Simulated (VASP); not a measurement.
Here is the system:

```
CELL_PARAMETERS angstrom
      1.94059    -3.24030     0.00000
      1.94059     3.24030     0.00000
      0.00000     0.00000    12.05538
ATOMIC_POSITIONS crystal
  La 0.00000 0.00000 0.50000
  La 0.00000 0.00000 0.00000
  La 0.33333 0.66667 0.25000
  La 0.68979 0.35646 0.75000
```

Computed with PBE GGA, VASP's PBE PAW potentials (set 64) (plane waves; VASP). Run with 400 eV cut-off, KSPACING 0.25 per Å, first-order Methfessel-Paxton smearing of 0.10 eV, potentials La.

Gaps are read on the run's mesh, which can miss a band edge.

### Question
What does the run give for the energy per atom (σ→0), band gap (on the k-mesh) with the smallest direct gap where there is one?

### Answer

```yaml
band gap (on the k-mesh): none (metal, semimetal or under 0.01 eV)
energy per atom (σ→0): -4.881 eV/atom
```

Total energies compare only between runs with the same potentials, cut-off and functional.

The compound is La in the dhcp structure. The cell was not relaxed at this level. The run is one of a series of settings (KGAMMA = .FALSE., KSPACING = 0.25, KPOINTS file removed against the base run), some of them coarse on purpose.
